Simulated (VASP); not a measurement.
Data:

```yaml
crystal:
  lattice:
    - [1.55677, -2.69641, 0.00000]
    - [1.55677, 2.69641, 0.00000]
    - [0.00000, 0.00000, 4.98280]
  atoms:
    - { symbol: Al, position: [0.66667, 0.33333, 0.50001] }
    - { symbol: Al, position: [0.33333, 0.66667, 0.00001] }
    - { symbol: N, position: [0.66667, 0.33333, 0.88199] }
    - { symbol: N, position: [0.33333, 0.66667, 0.38199] }
```

Method: AM05 GGA, VASP's PBE PAW potentials (set 64) (plane waves; VASP 6.6.1). Numerical set-up: 520 eV cut-off, 9×9×5 Γ-centred mesh, tetrahedra with Blöchl corrections, potentials Al N.

The cores are frozen, which limits the accuracy of field gradients.

Q: Give the principal components of the electric field gradient (V/Å²) and the asymmetry η at each nucleus.

A: 
| atom | Vxx | Vyy | Vzz | η |
|---|---|---|---|---|
| Al1 | -2.5 | -2.5 | 5.0 | 0.00 |
| Al2 | -2.5 | -2.5 | 5.0 | 0.00 |
| N3 | -0.1 | -0.1 | 0.2 | - |
| N4 | -0.1 | -0.1 | 0.2 | - |

The compound is AlN in the wurtzite structure. It was relaxed first.
